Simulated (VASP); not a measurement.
## How uniaxial stress along [001] changes Cu

How do stress and energy of Cu follow uniaxial stress along [001]?

Calculated with VASP 6.6.1; PBEsol; plane waves and PAW (Cu), in the first sound run; inputs show where later runs differ.

**1. Set-up**

Symmetry: Fm-3m, No. 225, cubic system. The conventional cell has a = 3.610 Å, b = 3.610 Å, c = 3.610 Å, α = 90.00°, β = 90.00°, γ = 90.00°. Nearest to Cu lie 12 Cu at 2.55 Å.

Coordinates:

```
Cu
1.0
     0.00000    1.80500    1.80500
     1.80500    0.00000    1.80500
     1.80500    1.80500    0.00000
Cu
1
Direct
  0.00000 0.00000 0.00000
```

**2. Relax the crystal, PBEsol**

The series starts from the cell that this level prefers, so that zero strain is near zero stress.

This step took 2 runs in a row; the last is shown.

Level: PBEsol; plane waves and PAW (Cu).

File INCAR:

```
SYSTEM = Cu
PREC = Accurate
ENCUT = 450
EDIFF = 1E-07
NELM = 120
ISMEAR = 1
SIGMA = 0.15
LREAL = .FALSE.
ALGO = Normal
GGA = PS
NBANDS = 11
LASPH = .TRUE.
LORBIT = 11
LWAVE = .FALSE.
LCHARG = .FALSE.
KPAR = 8
IBRION = 2
NSW = 40
ISIF = 3
EDIFFG = -0.005
POTIM = 0.4
```

File POSCAR:

```
Cu
1.0
    0.0000000000      1.7821378962      1.7821378962
    1.7821378962      0.0000000000      1.7821378962
    1.7821378962      1.7821378962      0.0000000000
Cu
1
Direct
    0.0000000000      0.0000000000      0.0000000000
```

File KPOINTS:

```
Automatic mesh
0
Gamma
28 28 28
0 0 0
```

Potentials, in the order of the species: Cu (PBE family, release 64).

On the command line:

```sh
mpirun -np 8 vasp_std
```

The log of the run:

```text
[banner, memory and clock lines left out]
running    8 mpi-ranks, on    1 nodes
[...]
|                                                                             |
|           W    W    AA    RRRRR   N    N  II  N    N   GGGG   !!!           |
|           W    W   A  A   R    R  NN   N  II  NN   N  G    G  !!!           |
|           W    W  A    A  R    R  N N  N  II  N N  N  G       !!!           |
|           W WW W  AAAAAA  RRRRR   N  N N  II  N  N N  G  GGG   !            |
|           WW  WW  A    A  R   R   N   NN  II  N   NN  G    G                |
|           W    W  A    A  R    R  N    N  II  N    N   GGGG   !!!           |
|                                                                             |
|     For optimal performance we recommend to set                             |
|       NCORE = 2 up to number-of-cores-per-socket                            |
|     NCORE specifies how many cores store one orbital (NPAR=cpu/NCORE).      |
|     This setting can greatly improve the performance of VASP for DFT.       |
[...]
DAV:   4    -0.540699069728E+01   -0.56371E-02   -0.56364E-02 15199   0.242E+00
[...]
DAV:  10    -0.430815139657E+01   -0.80959E-05   -0.31757E-05 18991   0.934E-02    0.587E-03
DAV:  11    -0.430815249976E+01   -0.11032E-05   -0.52874E-07 15954   0.127E-02    0.335E-04
DAV:  12    -0.430815250655E+01   -0.67917E-08   -0.94935E-09  8323   0.172E-03
   1 F= -.43081525E+01 E0= -.43082761E+01  d E =-.430815E+01
[...]
N       E                     dE             d eps       ncg     rms          rms(c)
DAV:   1    -0.430832403834E+01   -0.17154E-03   -0.28853E-03 16134   0.121E+00    0.107E-01
DAV:   2    -0.430821062785E+01    0.11341E-03   -0.22818E-03 15837   0.935E-01    0.418E-02
DAV:   3    -0.430815981724E+01    0.50811E-04   -0.34739E-04 15830   0.376E-01    0.150E-02
DAV:   4    -0.430815522691E+01    0.45903E-05   -0.55300E-06 16698   0.245E-02    0.524E-04
DAV:   5    -0.430815518340E+01    0.43512E-07   -0.32640E-08  9666   0.187E-03
   2 F= -.43081552E+01 E0= -.43082790E+01  d E =-.267685E-05
 trial-energy change:   -0.000003  1 .order   -0.000002   -0.000006    0.000002
 step:   0.8295(harm=  0.7831)  dis= 0.00000  next Energy=    -4.308155 (dE=-0.282E-05)
 reached required accuracy - stopping structural energy minimisation
```

Wall time 7.6 s (8 MPI ranks of Intel Xeon 6975P-C (Granite Rapids), shared host); peak memory 1.3 GiB; 46 s of CPU time.

Lines that name or quote the potential files are left out of all logs, and their timing lines are given in words.

Parts of OUTCAR (step 2):

```text
  Total        0.0020279      0.0020279      0.0020279      0.0000000     -0.0000000     -0.0000000
  in kB        0.2872514      0.2872514      0.2872514      0.0000000     -0.0000000     -0.0000000
  external PRESSURE =       0.2872514 kB  Pullay stress =       0.0000000 kB

 POSITION                                       TOTAL-FORCE (eV/Angst)
 -----------------------------------------------------------------------------------
      1.78163      1.78163     -0.00000         0.000000      0.000000      0.000000
 -----------------------------------------------------------------------------------
    total drift:                                0.000000      0.000000     -0.000000

  FREE ENERGIE OF THE ION-ELECTRON SYSTEM (eV)
  ---------------------------------------------------
  free  energy   TOTEN  =        -4.3081551834 eV

  energy  without entropy=       -4.3085265716  energy(sigma->0) =       -4.30827898

 reached required accuracy - stopping structural energy minimisation

[... 3 further parts left out ...]
[key lines of the parts left out:]
E-fermi :   7.9510
```

Numbers from this step:

* energy(sigma→0) of the program: -4.3083 eV
* stress, compression positive: xx, yy, zz 0.03, 0.03, 0.03 GPa
* volume: 11.311 Å³
* ionic steps: 2

**3. Strain across the axis, PBEsol**

One member in full: the axis is strained by 1.5 %, and the two directions across it are strained alike until their mean stress is under 0.012 GPa or five steps are spent.

This step took 3 runs, each at a new trial strain with the atoms of the one before; the last is shown.

Level: PBEsol; plane waves and PAW (Cu).

INCAR, as its differences from that of step 2:

```diff
@@ -15,7 +15,7 @@
 LCHARG = .FALSE.
-KPAR = 8
-IBRION = 2
-NSW = 40
-ISIF = 3
-EDIFFG = -0.005
-POTIM = 0.4
+KPAR = 2
+IBRION = 1
+NSW = 25
+ISIF = 2
+EDIFFG = -0.004
+POTIM = 0.3
```

File POSCAR:

```
Cu
1.0
    0.0000000000      1.7714315090      1.8083588770
    1.7714315090      0.0000000000      1.8083588770
    1.7714315090      1.7714315090      0.0000000000
Cu
1
Direct
    0.0000000000      0.0000000000      0.0000000000
```

KPOINTS is that of step 2.

On the command line:

```sh
mpirun -np 2 vasp_std
```

The log of the run:

```text
[banner, memory and clock lines left out]
running    2 mpi-ranks, on    1 nodes
[...]
[... a notice as in an earlier step ...]

 LDA part: xc-table for (Slater+PW92), standard interpolation
 POSCAR, INCAR and KPOINTS ok, starting setup
[...]
entering main loop
       N       E                     dE             d eps       ncg     rms          rms(c)
DAV:   1     0.366114484832E+02    0.36611E+02   -0.50361E+03 39519   0.152E+03
DAV:   2    -0.451019838759E+01   -0.41122E+02   -0.38173E+02 36730   0.191E+02
DAV:   3    -0.540003869888E+01   -0.88984E+00   -0.88579E+00 41140   0.353E+01
DAV:   4    -0.540541081761E+01   -0.53721E-02   -0.53714E-02 39872   0.237E+00
[...]
DAV:  10    -0.430750271891E+01   -0.80738E-05   -0.31988E-05 49848   0.934E-02    0.589E-03
DAV:  11    -0.430750380145E+01   -0.10825E-05   -0.53560E-07 41669   0.129E-02    0.335E-04
DAV:  12    -0.430750380785E+01   -0.63967E-08   -0.93313E-09 21664   0.170E-03
   1 F= -.43075038E+01 E0= -.43076233E+01  d E =-.430750E+01
 BRION: g(F)=  0.113E-62 g(S)=  0.000E+00
 reached required accuracy - stopping structural energy minimisation
```

Wall time 30 s (2 MPI ranks); peak memory 0.51 GiB.

Parts of OUTCAR (step 3):

```text
  Total       -0.0000023     -0.0000023     -0.1097882      0.0000000     -0.0000000     -0.0000000
  in kB       -0.0003236     -0.0003236    -15.4989708      0.0000000     -0.0000000     -0.0000000
  external PRESSURE =      -5.1665393 kB  Pullay stress =       0.0000000 kB

 POSITION                                       TOTAL-FORCE (eV/Angst)
 -----------------------------------------------------------------------------------
      0.00000      0.00000      0.00000         0.000000      0.000000      0.000000
 -----------------------------------------------------------------------------------
    total drift:                                0.000000     -0.000000     -0.000000

  FREE ENERGIE OF THE ION-ELECTRON SYSTEM (eV)
  ---------------------------------------------------
  free  energy   TOTEN  =        -4.3075038079 eV

  energy  without entropy=       -4.3078621745  energy(sigma->0) =       -4.30762326

[... 1 part as in an earlier step ...]

[... 3 further parts left out ...]
[key lines of the parts left out:]
E-fermi :   7.9074
```

Read from the output:

```
energy(sigma→0) of the program : -4.3076 eV
stress, compression positive   : xx, yy, zz 0.00, 0.00, -1.55 GPa
ionic steps                    : 1
```

**4. The whole series**

The other members went through these steps as far as the tables show, with the same cutoff and, step by step, the same mesh; 27 runs are not shown. The session took 0.55 core hours (wall time by ranks) on a shared machine.

```
strain along the axis (%)  strain across the axis (%)  stress along the axis, tension positive (GPa)  energy above the unstrained row, extrapolated to no smearing (meV/atom)
                   -2.000                       0.858                                         -1.772                                                                    1.536
                   -1.500                       0.636                                              ?                                                                        ?
                   -1.000                       0.420                                         -0.975                                                                    0.470
                   -0.500                       0.212                                         -0.509                                                                    0.145
                        0                       0.011                                         -0.008                                                                    0.000
                    0.500                      -0.188                                          0.497                                                                    0.028
                    1.000                      -0.384                                          1.009                                                                    0.227
                    1.500                      -0.573                                          1.550                                                                    0.611
                    2.000                      -0.757                                          2.105                                                                    1.192
```

**5. A fit to the known rows**

Fitting a parabola to the 8 known rows (e: strain in %) gives stress = 0.04598 e² + 0.9757 e − 0.01911 in GPa; the residuals are 0.014 GPa r.m.s.

At e = -1.5 this predicts -1.379 GPa.

**6. Prediction against calculation**

The calculation gives -1.388 GPa, so the prediction is 0.009 GPa too high, within twice the residual of the fit.

Slopes at zero strain, from cubics through all rows: strain ratio -0.401, stress over strain 100 GPa.

**7. Results**

```yaml
error_of_the_predicted_stress: 0.009 GPa
poisson_ratio: 0.401
young_s_modulus_along_the_axis: 100 GPa
```

In words: As a check, the curvature of the energy gives 98 GPa for the same modulus (energy per volume = E/2 × strain²), 2 % from the slope of the stress; these energies are extrapolated to no smearing, while the stress belongs to the free energy, so part of the difference may come from that. The energy also has a linear term worth 0.18 GPa that the stress column lacks, a mark of the finite basis or of the smearing. These are static values: temperature and zero-point motion are left out. In a metal the slopes also depend on mesh and smearing, which were held through the series.

[Lines on the potential files, build, host, timing and source positions are cut from VASP's logs without a mark.]

[Logs are printed without paths, hosts, clocks, repeated set-up lines and the standing remarks that a program may print on its own settings, such as how far it seeks lower states.]

[Hosts, paths, dates, database ids (printed as entryN), source tags and the programs' standing remarks are cut or masked in the printed files.]

[In band tables of VASP the shares of atoms and orbitals are scaled to a sum of 1 inside the atoms' spheres.]
